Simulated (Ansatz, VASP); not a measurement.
**SiSbTe3: VASP beside Ansatz**

```
Si Sb Te
1.0
     3.81372    2.20185    4.52232
    -3.81372    2.20185    4.52232
     0.00000   -4.40370    4.52232
Si Sb Te
1 1 3
Direct
  0.19882 0.19882 0.19882
  0.53100 0.53100 0.53100
  0.47706 0.00466 0.47706
  0.47706 0.47706 0.00466
  0.00466 0.47706 0.47706
```

Alike in both runs: functional PBE; k mesh 6 × 6 × 6; occupations gaussian, width 0.1 eV; no spin polarisation.

Ansatz relaxed the structure, and its values are those at the end. VASP's run is a single point on that final structure, the one shown.

|  | VASP | Ansatz |
| --- | --- | --- |
| version | VASP 6.6.1 | Ansatz 0.2.0 |
| potentials or method | VASP PAW PBE potentials, release 64 (Si, Sb, Te) | scalar-relativistic, plane waves, PAW |
| plane-wave cutoff (eV) | 520 | 420 |
| valence electrons in the cell | 27 | 67 |

|  | VASP | Ansatz | Ansatz less VASP |
| --- | --- | --- | --- |
| gap on the k mesh at the Fermi level (eV) | none | none | - |
| pressure (GPa) | 0.0 | 0.0 | -0.01 |
| rms of the force components (eV/Å) | 0.014 | 0.000 | -0.0134 |

A gap of «none» marks a metal or a gap that the smearing closes. The functional is the same, so the differences come from potentials, cutoffs and numerics. The two sets of potentials don't hold the same shells in valence. Ansatz warned: «xc_potential_rough_in_thin_density».

The runs have no spin-orbit coupling, so splittings on Sb, Te are missing.
